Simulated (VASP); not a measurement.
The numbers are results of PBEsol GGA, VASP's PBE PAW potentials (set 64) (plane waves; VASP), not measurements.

VASP input:

KPOINTS:
```
Automatic mesh
0
Gamma
8 8 8
0 0 0
```

### INCAR
```
LMAXMIX = 4   # l cut-off of mixed one-centre charges
GGA = PS   # PBEsol
ISIF = 2   # forces and stress, cell fixed
LREAL = F
LASPH = T   # aspherical one-centre terms
EDIFF = 1E-7
SYSTEM = SrVO3
ISMEAR = 1
LCHARG = F
ENCUT = 520
NELM = 100   # most electronic steps
LWAVE = F
PREC = Accurate
ALGO = Normal   # blocked Davidson
SIGMA = 0.1   # width (eV)
```

POSCAR:
```
SrVO3
1
    3.7376633838     0.0000000000     0.0000000000
    0.0000000000     3.7376633838     0.0000000000
    0.0000000000     0.0000000000     3.7376633838
Sr V O
1 1 3
Direct
  0.0000000000   0.0000000000   0.0000000000
  0.5000000000   0.5000000000   0.5000000000
  0.5000000000   0.0000000000   0.5000000000
  0.0000000000   0.5000000000   0.5000000000
  0.5000000000   0.5000000000   0.0000000000
```

POTCAR, in this order: Sr_sv V_sv O (PBE.64 set). Program: vasp_std.

The resulting files:

File OSZICAR:
```
       N       E                     dE             d eps       ncg     rms          rms(c)
DAV:   1     0.452186558892E+03    0.45219E+03   -0.24239E+04  1680   0.181E+03
DAV:   2    -0.240940472947E+02   -0.47628E+03   -0.47171E+03  2128   0.497E+02
DAV:   3    -0.500243842016E+02   -0.25930E+02   -0.25792E+02  1760   0.126E+02
DAV:   4    -0.508829451396E+02   -0.85856E+00   -0.85823E+00  2960   0.196E+01
DAV:   5    -0.508880447974E+02   -0.50997E-02   -0.50941E-02  2000   0.136E+00    0.470E+01
DAV:   6    -0.423771465757E+02    0.85109E+01   -0.82480E+01  2336   0.760E+01    0.197E+01
DAV:   7    -0.417345977079E+02    0.64255E+00   -0.22144E+01  1920   0.444E+01    0.202E+01
DAV:   8    -0.412572823669E+02    0.47732E+00   -0.38031E+00  1904   0.192E+01    0.207E+00
DAV:   9    -0.412426575029E+02    0.14625E-01   -0.18624E-01  2120   0.381E+00    0.101E+00
DAV:  10    -0.412407713463E+02    0.18862E-02   -0.26402E-02  2024   0.157E+00    0.275E-01
DAV:  11    -0.412406817893E+02    0.89557E-04   -0.16723E-03  1912   0.359E-01    0.110E-01
DAV:  12    -0.412406702606E+02    0.11529E-04   -0.92219E-05  2352   0.825E-02    0.761E-02
DAV:  13    -0.412406548688E+02    0.15392E-04   -0.93260E-05  1984   0.924E-02    0.205E-02
DAV:  14    -0.412406553654E+02   -0.49667E-06   -0.51928E-06  2416   0.158E-02    0.786E-03
DAV:  15    -0.412406548332E+02    0.53222E-06   -0.13837E-06  1992   0.118E-02    0.188E-03
DAV:  16    -0.412406547470E+02    0.86247E-07   -0.74314E-08   896   0.219E-03
   1 F= -.41240655E+02 E0= -.41239843E+02  d E =-.243592E-02
```

File OUTCAR:
```
------------------------ aborting loop because EDIFF is reached ----------------------------------------
  FORCE on cell =-STRESS in cart. coord.  units (eV):
  Direction    XX          YY          ZZ          XY          YZ          ZX
  --------------------------------------------------------------------------------------
  Total        4.6120821      4.6120821      4.6120821      0.0000000      0.0000000      0.0000000
  in kB      141.5164925    141.5164925    141.5164925      0.0000000      0.0000000      0.0000000
  external PRESSURE =     141.5164925 kB  Pullay stress =       0.0000000 kB
  volume of cell :       52.22
      direct lattice vectors                 reciprocal lattice vectors
     3.737663384  0.000000000  0.000000000     0.267546833  0.000000000  0.000000000
     0.000000000  3.737663384  0.000000000     0.000000000  0.267546833  0.000000000
     0.000000000  0.000000000  3.737663384     0.000000000  0.000000000  0.267546833
 POSITION                                       TOTAL-FORCE (eV/Angst)
 -----------------------------------------------------------------------------------
      0.00000      0.00000      0.00000         0.000000      0.000000      0.000000
      1.86883      1.86883      1.86883         0.000000      0.000000      0.000000
      1.86883      0.00000      1.86883         0.000000      0.000000      0.000000
      0.00000      1.86883      1.86883         0.000000      0.000000      0.000000
      1.86883      1.86883      0.00000         0.000000      0.000000      0.000000
 -----------------------------------------------------------------------------------
    total drift:                                0.000000      0.000000      0.000000
  FREE ENERGIE OF THE ION-ELECTRON SYSTEM (eV)
  ---------------------------------------------------
  free  energy   TOTEN  =       -41.2406547470 eV

  energy  without entropy=      -41.2382188272  energy(sigma->0) =      -41.23984277
```
(Selected blocks of OUTCAR.)

The compound is SrVO3 in the cubic perovskite structure. This cell is one point of a volume scan, at 0.94 of the reference volume. The run is not spin-polarised, so no magnetic state was tried. The electron count is odd and the run is not spin-polarised, which forces a metal.
